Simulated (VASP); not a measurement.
# BHF₂: training a force field on the fly

BHF₂, molecule in box, 4 atoms in the cell. PBE, machine-learned force field trained on the fly; PAW potentials F, B, H (PBE set).

## Input

INCAR.step1:
```
SYSTEM = BHF2
PREC = Normal
ENCUT = 400
EDIFF = 1E-5
LREAL = .False.
ALGO = Fast
NELMIN = 4
NELM = 100
ISYM = 0
ISMEAR = 0
SIGMA = 0.05
LWAVE = .False.
LCHARG = .False.
IBRION = 0
ISIF = 2
TEBEG = 300
POTIM = 0.7
RANDOM_SEED = 683189 0 0
MDALGO = 1
ANDERSEN_PROB = 0.1
NSW = 160
ML_LMLFF = .True.
ML_MODE = train
ML_CTIFOR = 1E-6
ML_WTSIF = 1E-10
ML_NMDINT = 1
ML_ICRITERIA = 0
```

INCAR.step2:
```
SYSTEM = BHF2
PREC = Normal
ENCUT = 400
EDIFF = 1E-5
LREAL = .False.
ALGO = Fast
NELMIN = 4
NELM = 100
ISYM = 0
ISMEAR = 0
SIGMA = 0.05
LWAVE = .False.
LCHARG = .False.
IBRION = 0
ISIF = 2
TEBEG = 180
POTIM = 0.7
RANDOM_SEED = 991538 0 0
MDALGO = 3
LANGEVIN_GAMMA = 10 10 10
NSW = 2000
TEEND = 375
ML_LMLFF = .True.
ML_MODE = train
ML_CTIFOR = 0.02
ML_WTSIF = 1E-10
ML_NMDINT = 2
```

INCAR.step3:
```
SYSTEM = BHF2
PREC = Normal
ENCUT = 400
EDIFF = 1E-5
LREAL = .False.
ALGO = Fast
NELMIN = 4
NELM = 100
ISYM = 0
ISMEAR = 0
SIGMA = 0.05
LWAVE = .False.
LCHARG = .False.
ML_LMLFF = .True.
ML_MODE = refit
ML_WTSIF = 1E-10
```

INCAR.step4:
```
SYSTEM = BHF2
PREC = Normal
ENCUT = 400
ISYM = 0
ISMEAR = 0
SIGMA = 0.05
LWAVE = .False.
LCHARG = .False.
ML_LMLFF = .True.
ML_MODE = run
NWRITE = 2
IBRION = -1
NSW = 0
```

INCAR.step5:
```
SYSTEM = BHF2
PREC = Normal
ENCUT = 400
EDIFF = 1E-5
LREAL = .False.
ALGO = Fast
NELMIN = 4
NELM = 100
ISYM = 0
ISMEAR = 0
SIGMA = 0.05
LWAVE = .False.
LCHARG = .False.
```

INCAR.step6:
```
SYSTEM = BHF2
PREC = Normal
ENCUT = 400
ISYM = 0
ISMEAR = 0
SIGMA = 0.05
LWAVE = .False.
LCHARG = .False.
ML_LMLFF = .True.
ML_MODE = run
NWRITE = 0
IBRION = 2
NSW = 300
EDIFFG = -2E-4
ISIF = 2
```

KPOINTS:
```
k-points
0
Gamma
  1 1 1
```

POSCAR.step1:
```
BHF2
1.0
    8.5000000000      0.0000000000      0.0000000000
    0.0000000000      7.5000000000      0.0000000000
    0.0000000000      0.0000000000      7.5000000000
F B H
2 1 1
Direct
    0.6323352900      0.5893133400      0.4293000000
    0.3676647100      0.5988866700      0.4190333300
    0.4963117600      0.5242600000      0.4809133400
    0.4898294200      0.4011133300      0.5809666700
```

Commands (each step's output is kept before the next begins):
```
cat potpaw_PBE.64/F/POTCAR potpaw_PBE.64/B/POTCAR potpaw_PBE.64/H/POTCAR > POTCAR
cp INCAR.step1 INCAR
cp POSCAR.step1 POSCAR
mpirun -np 4 vasp_gam > vasp.out
cp ML_ABN ../ML_AB
cp CONTCAR POSCAR
cp ../ML_AB ML_AB
cp INCAR.step2 INCAR
mpirun -np 4 vasp_gam > vasp.out
cp ML_ABN ../ML_AB
cp CONTCAR POSCAR
cp ../ML_AB ML_AB
cp INCAR.step3 INCAR
mpirun -np 4 vasp_gam > vasp.out
cp ML_FFN ../ML_FF
cp ../ML_FF ML_FF
rm ML_AB
cp INCAR.step4 INCAR
mpirun -np 4 vasp_gam > vasp.out
cp INCAR.step5 INCAR
mpirun -np 4 vasp_gam > vasp.out
cp INCAR.step6 INCAR
mpirun -np 4 vasp_gam > vasp.out
cp CONTCAR ../POSCAR.min
cp CONTCAR POSCAR
cp INCAR.step5 INCAR
mpirun -np 4 vasp_gam > vasp.out
cp INCAR.step4 INCAR
mpirun -np 4 vasp_gam > vasp.out
```

## Result

- Force error of the fit (eV/Å): 0.003
- Energy error of the fit (eV/atom): 0.0000

The training runs are MD at 180 to 375 K, 1.5 ps in all.

Between the relaxed minimum and a frame of the training run, the force field gives 0.088 eV and DFT 0.081 eV.

ML_LOGFILE.step1:
```
# STATUS This line describes the overall status of each step.
# STATUS
# STATUS nstep ..... MD time step or input structure counter
# STATUS state ..... One-word description of step action
# STATUS             - "accurate"  (1) : Errors are low, force field is used
# STATUS             - "threshold" (2) : Errors exceeded threshold, structure is sampled from ab initio
# STATUS             - "learning"  (3) : Stored configurations are used for training force field
# STATUS             - "critical"  (4) : Errors are high, ab initio sampling and learning is enforced
# STATUS             - "predict"   (5) : Force field is used in prediction mode only, no error checking
# STATUS             - "predfast"  (6) : Prediction mode only, no error checking, no error estimates
# STATUS             - "interval"  (7) : Errors exceeded threshold, but too close to last sampling (ML_NMDINT)
# STATUS is ........ Integer representation of above one-word description (integer in parenthesis)
# STATUS doabin .... Perform ab initio calculation (T/F)
# STATUS iff ....... Force field available (T/F, False after startup hints to possible convergence problems)
[... 34 lines left out ...]
BEEF                  157   5.53035002E-06   3.07660433E-03   1.60212883E-03   1.00000000E-06   1.16434729E-01   6.32535029E-02
BEEF                  158   5.72344709E-06   3.20806934E-03   1.71368010E-03   1.00000000E-06   1.14548068E-01   6.25709863E-02
BEEF                  159   5.76166681E-06   2.97970388E-03   1.63849959E-03   1.00000000E-06   1.13042521E-01   6.20590773E-02
BEEF                  160   5.63554494E-06   2.57724767E-03   1.40727534E-03   1.00000000E-06   1.10296861E-01   6.09250467E-02
ERR                   157   1.00066395E-04   6.88604628E-03   5.52345405E+00
ERR                   158   9.72760403E-05   6.77704428E-03   5.49569230E+00
ERR                   159   9.53372277E-05   6.68063146E-03   5.46540769E+00
ERR                   160   9.61563840E-05   6.62880060E-03   5.49137525E+00
```

ML_LOGFILE.step2:
```
# STATUS This line describes the overall status of each step.
# STATUS
# STATUS nstep ..... MD time step or input structure counter
# STATUS state ..... One-word description of step action
# STATUS             - "accurate"  (1) : Errors are low, force field is used
# STATUS             - "threshold" (2) : Errors exceeded threshold, structure is sampled from ab initio
# STATUS             - "learning"  (3) : Stored configurations are used for training force field
# STATUS             - "critical"  (4) : Errors are high, ab initio sampling and learning is enforced
# STATUS             - "predict"   (5) : Force field is used in prediction mode only, no error checking
# STATUS             - "predfast"  (6) : Prediction mode only, no error checking, no error estimates
# STATUS             - "interval"  (7) : Errors exceeded threshold, but too close to last sampling (ML_NMDINT)
# STATUS is ........ Integer representation of above one-word description (integer in parenthesis)
# STATUS doabin .... Perform ab initio calculation (T/F)
# STATUS iff ....... Force field available (T/F, False after startup hints to possible convergence problems)
[... 28 lines left out ...]
STATUS               1999  accurate  1      F      T      1999      1999
STATUS               2000  accurate  1      F      T      2000      2000
SPRSC                   0       160       160 F         54        53 B         34        34 H         30        30
BEEF                 1997   5.83391395E-05   6.04986900E-03   2.75041160E-03   2.00000000E-02   5.69051170E-02   3.47769861E-02
BEEF                 1998   5.36748348E-05   5.92708907E-03   2.70628747E-03   2.00000000E-02   5.78140630E-02   3.49369122E-02
BEEF                 1999   4.91057886E-05   5.87579097E-03   2.70351505E-03   2.00000000E-02   5.87882023E-02   3.52485088E-02
BEEF                 2000   4.52156093E-05   5.96453084E-03   2.75268213E-03   2.00000000E-02   5.99434633E-02   3.57387029E-02
ERR                     0   9.59459030E-05   6.58128348E-03   5.48904810E+00
```

ML_LOGFILE.step3:
```
# STATUS This line describes the overall status of each step.
# STATUS
# STATUS nstep ..... MD time step or input structure counter
# STATUS state ..... One-word description of step action
# STATUS             - "accurate"  (1) : Errors are low, force field is used
# STATUS             - "threshold" (2) : Errors exceeded threshold, structure is sampled from ab initio
# STATUS             - "learning"  (3) : Stored configurations are used for training force field
# STATUS             - "critical"  (4) : Errors are high, ab initio sampling and learning is enforced
# STATUS             - "predict"   (5) : Force field is used in prediction mode only, no error checking
# STATUS             - "predfast"  (6) : Prediction mode only, no error checking, no error estimates
# STATUS             - "interval"  (7) : Errors exceeded threshold, but too close to last sampling (ML_NMDINT)
# STATUS is ........ Integer representation of above one-word description (integer in parenthesis)
# STATUS doabin .... Perform ab initio calculation (T/F)
# STATUS iff ....... Force field available (T/F, False after startup hints to possible convergence problems)
[... 20 lines left out ...]
# BEEF bee_ave_stress ... Bayesian error estimate of stresses (average) (kB)
# BEEF              nstep       bee_energy    bee_max_force    bee_ave_force        threshold   bee_max_stress   bee_ave_stress
# BEEF                  2                3                4                5                6                7                8
# SPRSC This line shows the results of sparsification regarding the number
# SPRSC of reference structures and local reference configurations.
# SPRSC
STATUS                  0  learning  3      T      F         0         0
STATUS                  1  accurate  1      F      T         1         1
SPRSC                   0       160       160 F         53        53 B         34        34 H         30        30
ERR                     0   2.63915819E-05   2.90236768E-03   5.73176446E+00
```

Limits: the nuclei move classically.

VASP 6.6.1 took 218 s on 4 cores (Intel Xeon Platinum 8488C (Sapphire Rapids)), a shared host.
